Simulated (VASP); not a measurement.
Data:

```yaml
crystal:
  lattice:
    - [2.75849, 0.00000, 0.00000]
    - [-1.37924, 2.38892, 0.00000]
    - [0.00000, 0.00000, 4.96437]
  atoms:
    - { symbol: W, position: [0.33333, 0.66667, 0.25000] }
    - { symbol: W, position: [0.66667, 0.33333, 0.75000] }
```

These are r2SCAN meta-GGA, VASP's PBE PAW potentials (set 64) (plane waves; VASP) values and carry that method's errors. Settings: 400 eV cut-off, 17×17×8 Γ-centred mesh, tetrahedra with Blöchl corrections, potentials W_sv.

Give the energies of bands 9 to 17 at the high-symmetry points, in eV from the Fermi level.

| band | Γ | M | K | A | L | H |
|---|---|---|---|---|---|---|
| 9 | -9.62 | -5.36 | -4.14 | -7.62 | -5.71 | -3.63 |
| 10 | -6.33 | -5.34 | -3.00 | -7.62 | -5.71 | -3.63 |
| 11 | -1.99 | -4.70 | -3.00 | -2.45 | -3.71 | -3.02 |
| 12 | -0.65 | -1.42 | -2.59 | -2.45 | -3.71 | -3.02 |
| 13 | -0.45 | -1.07 | -1.60 | -0.39 | 1.17 | -1.55 |
| 14 | -0.45 | -0.54 | -1.60 | -0.39 | 1.17 | -1.55 |
| 15 | 0.12 | 0.01 | 0.21 | -0.39 | 1.89 | 0.62 |
| 16 | 0.12 | 4.90 | 3.23 | -0.39 | 1.89 | 0.62 |
| 17 | 2.29 | 5.98 | 3.23 | 3.77 | 5.12 | 4.47 |

It has no gap at this level: it comes out as a metal or semimetal.

The structure was generated: W was put into the hcp type (P6_3/mmc), which need not be its known phase. It was relaxed first.
